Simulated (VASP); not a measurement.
Set up this calculation in VASP 6.6.1, as the native input.

```yaml
Task: band structure
Functional: TB-mBJ
Potentials_or_basis: VASP PAW PBE potentials, release 64 (Li_sv, Mo_sv)
Cutoff: 520 eV
k_mesh: 11 × 11 × 6
Occupations: fermi-dirac, width 0.05 eV
Spin: no spin polarisation
Further_INCAR_settings: ALGO = Normal; EDIFF = 1e-06
```

LiMo:

```
Li Mo
1.0
     2.67346    0.00000    0.00000
    -1.33673    2.31528    0.00000
     0.00000    0.00000    5.00471
Li Mo
1 1
Direct
  0.00000 0.00000 0.00000
  0.33333 0.66667 0.50000
```

The cell was built by a generator and needn't be a form met in nature.

One way to write it, as run:

POSCAR

```
LiMo
1.0
    2.6734600000      0.0000000000      0.0000000000
   -1.3367300000      2.3152800000      0.0000000000
    0.0000000000      0.0000000000      5.0047100000
Li Mo
1 1
Direct
    0.0000000000      0.0000000000      0.0000000000
    0.3333300000      0.6666700000      0.5000000000
```

INCAR.step1

```
  ALGO = Normal
  EDIFF = 1E-5
  ENCUT = 520
  GGA = PE
  ISIF = 2
  ISMEAR = -1
  LASPH = True
  LCHARG = False
  LMAXMIX = 4
  LREAL = False
  LWAVE = True
  NELM = 100
  PREC = Accurate
  SIGMA = 0.05
```

INCAR.step2

```
  ALGO = Normal
  EDIFF = 1E-6
  ENCUT = 520
  ISIF = 2
  ISMEAR = -1
  ISTART = 1
  LASPH = True
  LCHARG = False
  LMAXMIX = 4
  LREAL = False
  LWAVE = False
  METAGGA = MBJ
  NELM = 100
  PREC = Accurate
  SIGMA = 0.05
```

KPOINTS

```
k-points
0
Gamma
  11 11 6
```

KPOINTS_OPT

```
path GMKGALHA,LM,KH
10
line-mode
reciprocal
 0.0000000000  0.0000000000  0.0000000000  G
 0.5000000000  0.0000000000  0.0000000000  M

 0.5000000000  0.0000000000  0.0000000000  M
 0.3333333333  0.3333333333  0.0000000000  K

 0.3333333333  0.3333333333  0.0000000000  K
 0.0000000000  0.0000000000  0.0000000000  G

 0.0000000000  0.0000000000  0.0000000000  G
 0.0000000000  0.0000000000  0.5000000000  A

 0.0000000000  0.0000000000  0.5000000000  A
 0.5000000000  0.0000000000  0.5000000000  L

 0.5000000000  0.0000000000  0.5000000000  L
 0.3333333333  0.3333333333  0.5000000000  H

 0.3333333333  0.3333333333  0.5000000000  H
 0.0000000000  0.0000000000  0.5000000000  A

 0.5000000000  0.0000000000  0.5000000000  L
 0.5000000000  0.0000000000  0.0000000000  M

 0.3333333333  0.3333333333  0.0000000000  K
 0.3333333333  0.3333333333  0.5000000000  H
```

Potentials or basis: VASP PAW PBE potentials, release 64 (Li_sv, Mo_sv).

Run with:

```console
$ cat potpaw_PBE.64/Li_sv/POTCAR potpaw_PBE.64/Mo_sv/POTCAR > POTCAR
$ cp INCAR.step1 INCAR
$ mpirun -np 1 vasp_std > vasp.out
$ cp INCAR.step2 INCAR
$ mpirun -np 1 vasp_std > vasp.out
```

It gave:

```json
{
  "Band gap along the path": "none (metal or under the smearing width)"
}
```

It took 83 s on 1 thread of Intel(R) Xeon(R) 6975P-C (Granite Rapids), on a shared host, peak memory 0.23 GiB.
